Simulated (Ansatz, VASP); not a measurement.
**Cross-check of Cd2Si between VASP and Ansatz**

Aim: how closely do two programs agree when they are given the same cell, functional and k mesh? The cell is invented: other elements were put on sites of a known structure type. It may not be a known or stable phase. The cell is taken from a series of VASP runs on this material, whose earlier steps may have relaxed, scaled or displaced it; both programs get it as it stands.

Calculated with Ansatz 0.2.0; plane waves, with VASP 6.6.1 beside it; single point at PBE.

## Step 1: The starting structure

Symmetry: Fmmm, No. 69, orthorhombic system. Conventional cell: a = 3.526 Å, b = 4.616 Å, c = 15.183 Å, α = 90.00°, β = 90.00°, γ = 90.00°. Nearest to Cd lie 6 Cd at 2.90 to 3.23 Å and 4 Si at 3.01 to 3.36 Å. Si has 4 Si at 2.90 Å and 8 Cd at 3.01 to 3.36 Å nearest. Farther neighbours are not listed.

Coordinates:

```
Cd Si
1.0
     0.00000    2.30777    7.59156
     1.76312    0.00000    7.59156
     1.76312    2.30777    0.00000
Cd Si
2 1
Direct
  0.33906 0.33906 0.66094
  0.66094 0.66094 0.33906
  0.00000 0.00000 0.00000
```

## Step 2: VASP: single point, PBE

A single point gives forces, pressure and levels at one fixed geometry, so differences don't come from the geometry; what else differs is listed under the comparison.

Lines of VASP's logs that name or quote its potential files are left out, and so is its time.

The input, INCAR:

```
SYSTEM = Cd2Si
PREC = Accurate
ENCUT = 400
EDIFF = 1E-06
NELM = 100
ISMEAR = -1
SIGMA = 0.05
LREAL = .FALSE.
ALGO = Normal
GGA = PE
NBANDS = 20
LORBIT = 11
LWAVE = .FALSE.
LCHARG = .FALSE.
ISIF = 2
```

The input, POSCAR:

```
Cd2Si
1.0
    0.0000000000      2.3077733033      7.5915621688
    1.7631249171      0.0000000000      7.5915621688
    1.7631249171      2.3077733033      0.0000000000
Cd Si
2 1
Direct
    0.3390562666      0.3390562666      0.6609437334
    0.6609437334      0.6609437334      0.3390562666
    0.0000000000      0.0000000000      0.0000000000
```

The input, KPOINTS:

```
Automatic mesh
0
Gamma
7 7 7
0 0 0
```

The projector-augmented-wave data sets are Cd and Si (PBE family, release 64).

On the command line:

```
$ mpirun -np 1 vasp_std
```

Numbers of over 12 decimals in the logs are rounded to 6 here.

Log:

```text
[banner, memory and clock lines left out]
running    1 mpi-ranks, on    1 nodes
 distrk:  each k-point on    1 cores,    1 groups
 distr:  one band on    1 cores,    1 groups

 POSCAR found type information on POSCAR CdSi
 POSCAR found :  2 types and       3 ions
 LDA part: xc-table for (Slater+PW92), standard interpolation
 POSCAR, INCAR and KPOINTS ok, starting setup
 FFT: planning ... GRIDC
 FFT: planning ... GRID_SOFT
 FFT: planning ... GRID
 WAVECAR not read
 entering main loop
       N       E                     dE             d eps       ncg     rms          rms(c)
DAV:   1     0.157703227910E+03    0.15770E+03   -0.12378E+04  2560   0.107E+03
DAV:   2    -0.181661614740E+01   -0.15952E+03   -0.15454E+03  2744   0.306E+02
DAV:   3    -0.633675014688E+01   -0.45201E+01   -0.45005E+01  3004   0.565E+01
DAV:   4    -0.635148361451E+01   -0.14733E-01   -0.14730E-01  2764   0.296E+00
DAV:   5    -0.635157064087E+01   -0.87026E-04   -0.87026E-04  2924   0.233E-01    0.517E+00
DAV:   6    -0.583762448756E+01    0.51395E+00   -0.23065E+00  2856   0.128E+01    0.497E+00
DAV:   7    -0.582943006161E+01    0.81944E-02   -0.13148E-01  2748   0.223E+00    0.301E+00
DAV:   8    -0.582321118400E+01    0.62189E-02   -0.27890E-02  2760   0.104E+00    0.179E-01
DAV:   9    -0.582253688363E+01    0.67430E-03   -0.35057E-03  2836   0.382E-01    0.123E-01
DAV:  10    -0.582255777926E+01   -0.20896E-04   -0.57478E-04  2892   0.135E-01    0.227E-02
DAV:  11    -0.582255280523E+01    0.49740E-05   -0.88261E-05  2788   0.523E-02    0.761E-03
DAV:  12    -0.582255393539E+01   -0.11302E-05   -0.56297E-06  2516   0.192E-02    0.246E-03
DAV:  13    -0.582255403424E+01   -0.98847E-07   -0.62836E-07  1488   0.895E-03
   1 F= -.58225540E+01 E0= -.58201496E+01  d E =-.480889E-02
```

From OUTCAR (step 2):

```text
ion  position               nearest neighbor table
   1  0.339  0.339  0.661-   3 3.01   3 3.01   2 3.23   2 3.23   3 3.36   3 3.36   2 3.56   2 3.56

  LATTYP: Found a face centered orthorhombic cell.
 ALAT       =     3.5262498342
 B/A-ratio  =     1.3089108326
 C/A-ratio  =     4.3057426591

 Subroutine GETGRP returns: Found  8 space group operations
 (whereof  8 operations were pure point group operations)

The static configuration has the point symmetry D_2h.

 Found     64 irreducible k-points:

   k-points           NKPTS =     64   k-points in BZ     NKDIM =     64   number of bands    NBANDS=     20

   dimension x,y,z NGX =    54 NGY =   54 NGZ =   20
   dimension x,y,z NGXF=   108 NGYF=  108 NGZF=   40

   ENCUT  =  400.0 eV  29.40 Ry    5.42 a.u.  12.94 12.71  4.74*2*pi/ulx,y,z

   NELECT =      28.0000    total number of electrons

 k-points in reciprocal lattice and weights: Automatic mesh
   0.00000000  0.00000000  0.00000000       0.003
   0.14285714 -0.00000000 -0.00000000       0.023
   0.28571429 -0.00000000  0.00000000       0.023
   0.42857143 -0.00000000 -0.00000000       0.023
   0.14285714  0.14285714  0.00000000       0.006
   0.28571429  0.14285714  0.00000000       0.023
   0.42857143  0.14285714  0.00000000       0.023
  -0.42857143  0.14285714  0.00000000       0.023
  -0.28571429  0.14285714 -0.00000000       0.023
[...]
0.00000000  0.42857143  0.42857143       0.006
  -0.14285714  0.42857143  0.42857143       0.012

 average (electrostatic) potential at core
       1 -38.1040       2 -38.1040       3 -85.8940

 E-fermi :   4.1196

 k-point     1 :       0.0000    0.0000    0.0000
  band No.  band energies     occupation
    ...
      9      -4.3231      2.00000
     10      -4.2883      2.00000
     11      -4.2688      2.00000
     12      -2.7329      2.00000
     13      -2.3801      2.00000
     14       5.5238      0.00000
     15       5.7794      0.00000
     16       9.5447      0.00000
     17      10.8575      0.00000
     18      12.2943      0.00000
    ...

 k-point     2 :       0.1429   -0.0000   -0.0000
  band No.  band energies     occupation
    ...
      9      -4.3633      2.00000
     10      -4.3474      2.00000
     11      -4.2797      2.00000
     12      -2.4837      2.00000
     13      -1.6774      2.00000
     14       5.2393      0.00000
     15       6.7098      0.00000
     16       7.1079      0.00000
     17      10.0522      0.00000
     18      11.6483      0.00000
    ...

 k-point     3 :       0.2857   -0.0000    0.0000
  band No.  band energies     occupation
    ...
     10      -4.3137      2.00000
     11      -4.1489      2.00000
     12      -1.5117      2.00000
     13       0.0081      2.00000
     14       3.2675      2.00000
     15       5.6496      0.00000
     16       7.2430      0.00000
     17       8.8888      0.00000
     18       9.9072      0.00000
     19      10.3411      0.00000
    ...

  Total       -0.4325335      1.1341127     -0.1461283      0.0000000      0.0000000      0.0000000
  in kB      -11.2174204     29.4123282     -3.7897246      0.0000000      0.0000000      0.0000000
  external PRESSURE =       4.8017277 kB  Pullay stress =       0.0000000 kB

  energy-cutoff  :      400.00
  volume of cell :       61.78
      direct lattice vectors                 reciprocal lattice vectors
     0.000000000  2.307773303  7.591562169    -0.283587394  0.216659062  0.065862597
     1.763124917  0.000000000  7.591562169     0.283587394 -0.216659062  0.065862597
     1.763124917  2.307773303  0.000000000     0.283587394  0.216659062 -0.065862597

 POSITION                                       TOTAL-FORCE (eV/Angst)
 -----------------------------------------------------------------------------------
      1.76312      2.30777      5.14793        -0.000000     -0.000000     -0.028656
      1.76312      2.30777     10.03519        -0.000000     -0.000000      0.028656
      0.00000      0.00000      0.00000         0.000000      0.000000      0.000000
 -----------------------------------------------------------------------------------
    total drift:                               -0.000000     -0.000000     -0.000000

  FREE ENERGIE OF THE ION-ELECTRON SYSTEM (eV)
  ---------------------------------------------------
  free  energy   TOTEN  =        -5.8225540342 eV

  energy  without entropy=       -5.8177451461  energy(sigma->0) =       -5.82014959

 total charge
# of ion       s       p       d       tot
------------------------------------------
    1        0.543   0.289   9.492  10.324
    2        0.543   0.289   9.492  10.324
    3        0.897   0.611   0.000   1.509
--------------------------------------------------
tot          1.984   1.189  18.983  22.156

[... 3 further parts left out ...]
```

The run ends at a pressure of 0.48 GPa, with forces up to 0.029 eV/Å.

## Step 3: Ansatz: single point, PBE

Ansatz runs on its default PAW (the set named soft_2) files.

The same cell, functional, mesh and smearing now go to Ansatz, which takes its cutoff from its data sets.

The input, input.yaml:

```yaml
crystal:
  lattice:
    - [0.0, 2.3077733033, 7.5915621688]
    - [1.7631249171, 0.0, 7.5915621688]
    - [1.7631249171, 2.3077733033, 0.0]
  atoms:
    - { symbol: Cd, position: [0.3390562666, 0.3390562666, 0.6609437334] }
    - { symbol: Cd, position: [0.6609437334, 0.6609437334, 0.3390562666] }
    - { symbol: Si, position: [0.0, 0.0, 0.0] }
hamiltonian:
  xc: pbe
  pseudopotentials: { kind: paw }
kpoints:
  mp_grid: { grid: [7, 7, 7] }
scf:
  occupations: { method: fermi_dirac, width: 0.05 }
  n_extra_bands: 4
output:
  forces: true
  stress: true
  eigenvalues: true
```

On the command line:

```
$ ansatz run input.yaml --threads 2 --pin off --max-ram 4608MiB --backend cpu --events-out ev --progress --plain --runs-dir out
```

Log:

```text
basis.fft_grid_basis auto: the FFT boxes are laid along the combinations [[1, -1, 0], [0, 1, 0], [0, 0, 1]] of the cell's own vectors, 2.904, 7.794 and 2.904 Å long. The dense box has 20×54×20 points. Along the cell's own vectors, as sized, it would have 54×54×20, 2.70 times as many. basis.fft_grid_basis: typed keeps the cell's own vectors: state it where this run's energies or levels are differenced outside the engine with another run's, or held beside a run that keeps those vectors.
scf.n_extra_bands = 4 over 22 filled bands (N_el = 44.0): the run solves 26 bands
Engine: ansatz 0.2.0, aarch64-unknown-linux-gnu
Pseudopotentials: kind: paw
Pseudopotential: Cd, paw, valence charge 20, recommended cutoff 420 eV (normal), Cd.paw.azcp
Pseudopotential: Si, paw, valence charge 4, recommended cutoff 420 eV (normal), Si.paw.azcp
Functional definition: PBE
  parameter kappa = 0.804
  parameter beta = 0.066725
  exchange = pbe_x(kappa = kappa, mu = beta*pi^2/3)
  correlation = pbe_c(beta = beta)
Crystal: 3 atoms, lattice volume = 61.779 Å³
Basis set: ecut = 420 eV, 1187 PW (Γ), FFT grids on a1−a2, a2, a3, exchange–correlation on 40×108×40 points (8 copies of the dense FFT grid, shifted against one another)
Bands: 26, of which v1, the nominal top of the filled ones, is band 22 counted from 1 (21 counted from 0)
Symmetry: 8 space group operations
Space group: Fmmm (ITA 69), of the structure as read, at distance tolerance 4.0e-5 Å
k-points: 64 of 343
Non-local potential: Cd, projectors of the file, l = 0: 3, l = 1: 2, l = 2: 2, l = 3: 1
Non-local potential: Si, projectors of the file, l = 0: 2, l = 1: 2, l = 2: 2
PAW form: soft (Blöchl's): semilocal exchange-correlation on the pseudo side does not see the compensation charge
PAW one-centre angular grid: Cd, 590 points (default); XC on 64 Gauss nodes
PAW one-centre angular grid: Si, 110 points (default); XC on 64 Gauss nodes
Initial density: superposition of atomic densities (neutral atoms: chi_scale 0, normalization atom), corrected by the library's trained network
Initial wavefunctions: pseudopotential atomic-orbital guess
Functional: x = pbe(κ = 0.804, μ = 0.219515), c = pbe(β = 0.066725)
SCF iter   1: F=—  HF=-17143.635325 eV  |F-HF|=—  |Δ(HF+E_count)|=         —  Δρ=1.57e-3  dr2=3.15e-3  ethr=1.77e-3  ⟨swp⟩=5.9  Hψ=6734  notcnv=0
preconditioner: auto → Resta (q_TF=auto, 2.578 Å⁻¹)  ε∞=6.5  [insulator: Δε(μ)=0.142 eV  Ē_g=10.683 eV  σ=0.050 eV  W_gap=0.58  n_scr=22 (ndim 8)  ℏωp=25.0 eV  f_vac=0.000  D(μ)=0.51/eV (n_scr^D=2)  ε∞_Penn≈6.5]
SCF iter   2: F=—  HF=-17143.635770 eV  |F-HF|=—  |Δ(HF+E_count)|=   4.45e-4  Δρ=9.28e-4  dr2=7.16e-4  ethr=7.16e-6  ⟨swp⟩=2.5  Hψ=2779  notcnv=0
SCF iter   3: F=—  HF=-17143.635685 eV  |F-HF|=—  |Δ(HF+E_count)|=   8.48e-5  Δρ=2.03e-4  dr2=2.91e-5  ethr=1.63e-6  ⟨swp⟩=1.9  Hψ=1894  notcnv=0
SCF iter   4: F=—  HF=-17143.635698 eV  |F-HF|=—  |Δ(HF+E_count)|=   1.34e-5  Δρ=4.28e-5  dr2=9.57e-7  ethr=6.62e-8  ⟨swp⟩=2.1  Hψ=2143  notcnv=0
SCF iter   5: F=—  HF=-17143.635698 eV  |F-HF|=—  |Δ(HF+E_count)|=   1.05e-7  Δρ=2.37e-5  dr2=2.21e-7  ethr=2.17e-9  ⟨swp⟩=2.0  Hψ=2932  notcnv=0
SCF iter   6: F=-17143.635698 eV  HF=-17143.635698 eV  |F-HF|=1.34e-9  |Δ(HF+E_count)|=   4.82e-8  Δρ=4.21e-6  dr2=9.21e-9  ethr=2.27e-10  ⟨swp⟩=4.7  Hψ=6037  notcnv=0
SCF 1 converged in 6 iterations: F = -17143.635698 eV  dr2 = 9.21e-9
  greatest PAW one-centre occupation: 1.000 electrons in one spin orbital (limit 2), on the Cd atom at site 1 (counted from 0), in its partial waves of l = 0
SCF converged after 6 iterations
Free energy (F): -17143.635698 eV
Harris-Foulkes:  -17143.635698 eV  (|F-HF|=1.34e-9)
Internal energy: -17143.630886 eV  (E = F + TS)
E sigma→0 (E₀):  -17143.633292 eV
Entropy (-TS):   -0.004813 eV (-1.604 meV/atom)
Fermi energy:    12.443380 eV
--- Per-component energies (eV) ---
  E_band       = -842.272288
  E_kinetic    = 1047.272848
  E_local      = -7677.245303  (includes V_loc(G=0)·N_el)
  E_nonlocal   = 89.964823
  E_hartree    = 3633.170011
  E_xc         = -408.987508
  E_vxc        = -490.411708  (∫ρ·V_xc dr)
  E_paw        = -8675.932257  (= ΣΔE_a)
  E_vpaw       = -1078.196286  (= ΣTr[D̂ρ^β])
  E_aug_tail   = 0.000035  (compensation charges beyond the density's cutoff)
  E_ewald      = -5151.873536
  E_smearing   = -0.004813  (= −TS)
  E_closure    = 0.000000  (closes the sum)
  Σ components = -17143.635698   (vs F -17143.635698, Δ=0.00e0)
--- Forces (eV/Å), atoms counted from 1 ---
  atom   1  Cd     0.00000000     0.00000000    -0.02409512
  atom   2  Cd    -0.00000000    -0.00000000     0.02409512
  atom   3  Si     0.00000000     0.00000000    -0.00000000
  max |Σ_I F_I| component: 1.26e-29 eV/Å
--- Stress (GPa, compression-positive) ---
       -0.762796      -0.000000       0.000000
       -0.000000       3.232606       0.000000
        0.000000       0.000000       0.039673
  P = ⅓ Tr σ = 0.8365 GPa (8.365 kbar)
--- Band table (eV; the first three rows and the last of 64) ---
  k-point 0: bands = [... 18 lower, 4.0621, 5.5994, 5.9479, 13.8494, 14.0927, 17.8587, 19.1701, 20.5879]
  k-point 1: bands = [... 18 lower, 4.0512, 5.8473, 6.6520, 13.5602, 15.0257, 15.4212, 18.3645, 19.9180]
  k-point 2: bands = [... 18 lower, 4.1811, 6.8190, 8.3372, 11.5873, 13.9659, 15.5559, 17.1968, 18.2166]
  k-point 63: bands = [... 18 lower, 4.0543, 4.6695, 9.5617, 9.7401, 15.2887, 18.3366, 19.3577, 19.9586]
```

Run time: 3.2 s. Hardware: 2 threads of Arm Neoverse V1, shared host; peak memory 0.35 GiB; 5.4 s of CPU time.

The run ends at a pressure of 0.84 GPa, with forces up to 0.024 eV/Å.

## Step 4: Differences

Known differences besides the potentials themselves: the data sets hold 44 valence electrons in Ansatz (default PAW (the set named soft_2) files) and 28 in VASP; the cutoff is 420 eV in Ansatz and 400 eV in VASP; VASP leaves aspherical gradient terms in its spheres out (LASPH is not set), Ansatz keeps them. Total energies have different zeros and are not compared.

Compared:

```csv
quantity,Ansatz,VASP,difference
pressure (GPa),0.84,0.48,+0.36
pressure without Ansatz's Pulay correction (GPa),0.78,0.48,+0.30
```

At this near-relaxed geometry the largest component of a force difference is 5 meV/Å. Ansatz's pressure holds a Pulay correction of 0.05 GPa; VASP's holds none.

## Step 5: Results

```
difference in pressure (single point, PBE) : 0.36 GPa
```

**Reading.** The difference in pressure is 0.36 GPa (single point, PBE), within the 1 GPa picked in this series as the mark of a large difference. Such differences can come from data sets, numerical settings and the points named under the comparisons, not from the functional's error against experiment.

[Lines on the potential files, build, host, timing and source positions are cut from VASP's logs without a mark.]

[Logs are printed without paths, hosts, clocks, repeated set-up lines and the standing remarks that a program may print on its own settings, such as how far it seeks lower states.]

[Hosts, paths, dates, database ids (printed as entryN), source tags and the programs' standing remarks are cut or masked in the printed files.]
